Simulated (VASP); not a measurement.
Level of theory: LDA (Ceperley-Alder, Perdew-Zunger), VASP's LDA PAW potentials (set 64) (plane waves; VASP).

Input for VASP

POSCAR:
```
CsSnI3
1.0
  6.0462974146   0.0000000000   0.0000000000
  0.0000000000   6.0462974146   0.0000000000
  0.0000000000   0.0000000000   6.0462974146
Cs Sn I
1 1 3
Cartesian
  0.0000000000   0.0000000000   0.0000000000
  3.0231487073   3.0231487073   3.0231487073
  3.0231487073   0.0000000000   3.0231487073
  0.0000000000   3.0231487073   3.0231487073
  3.0231487073   3.0231487073   0.0000000000
```

### KPOINTS
```
Automatic mesh
0
Gamma
5 5 5
0 0 0
```

INCAR:
```
! general
SYSTEM  = CsSnI3
PREC    = Accurate
ENCUT   = 400
LREAL   = .False.
LASPH   = .True.

! electronic loop
EDIFF   = 1E-6
NELM    = 100
ALGO    = Normal
LMAXMIX = 4

! smearing
ISMEAR  = 1
SIGMA   = 0.1

! ions
IBRION  = 2
NSW     = 60
ISIF    = 3
EDIFFG  = -0.02

! output
LWAVE   = .False.
LCHARG  = .False.
```

POTCAR, in this order: Cs_sv Sn_d I (LDA.64 set). Program: vasp_std.

Predict the energy per atom (σ→0), volume per atom.

```json
{
 "energy per atom (σ→0)": "-3.230 eV/atom",
 "volume_per_atom": "43.74 Å³/atom"
}
```

**OSZICAR**
```
...
DAV:   1    -0.161852132002E+02   -0.36615E-01   -0.73464E-01   658   0.774E+00    0.103E+00
DAV:   2    -0.161578304739E+02    0.27383E-01   -0.50034E-02   632   0.208E+00    0.424E-01
DAV:   3    -0.161512072159E+02    0.66233E-02   -0.19618E-02   694   0.113E+00    0.163E-01
DAV:   4    -0.161509408788E+02    0.26634E-03   -0.53703E-04   596   0.157E-01    0.135E-01
DAV:   5    -0.161508159583E+02    0.12492E-03   -0.20831E-04   780   0.118E-01    0.316E-02
DAV:   6    -0.161508113838E+02    0.45745E-05   -0.30975E-05   634   0.542E-02    0.483E-03
DAV:   7    -0.161508112178E+02    0.16595E-06   -0.13626E-06   390   0.666E-03
   2 F= -.16150811E+02 E0= -.16150935E+02  d E =-.221271E-02
```

The compound is CsSnI3 in the cubic perovskite structure, the ideal cubic form; the compound distorts at low or room temperature. This run relaxes it. Symmetry was kept, so distortions that lower it aren't found. The start is the result of an earlier pass.
